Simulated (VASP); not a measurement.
Shape and ions are relaxed at each volume.

Here is the system:

Space group P6₃/mmc (No. 194); a = 2.7235 Å, b = 2.7235 Å, c = 4.3071 Å, α = 90.00°, β = 90.00°, γ = 120.00°

| atom | site | symmetry | x | y | z |
|---|---|---|---|---|---|
| Ru | 2c | -6m2 | 0.3333 | 0.6667 | 0.2500 |

Method: PW91 GGA, VASP's PBE PAW potentials (set 64) (plane waves; VASP). Run with 520 eV cut-off, 15×15×9 Γ-centred mesh, first-order Methfessel-Paxton smearing of 0.10 eV, potentials Ru_pv.

Question: Give the energy at these volumes per atom, relative to the lowest: 13.00, 13.42, 13.83, 14.25, 14.66 Å³.

Answer: 54.7, 12.9, 0.0, 11.2, 42.7 meV/atom. A third-order Birch-Murnaghan fit gives B0 = 310 GPa and B0′ = 4.9.

Measured: bulk modulus 318 GPa at 0 K (computed value off by -2.5 %), as given by Vázquez-Parga, Fernández-Martínez, Viñes, J. Chem. Theory Comput. (2023), doi:10.1021/acs.jctc.3c00612, Supporting … [zero-point energy and finite temperature contributions removed].

The compound is Ru in the hcp structure. It was relaxed first.
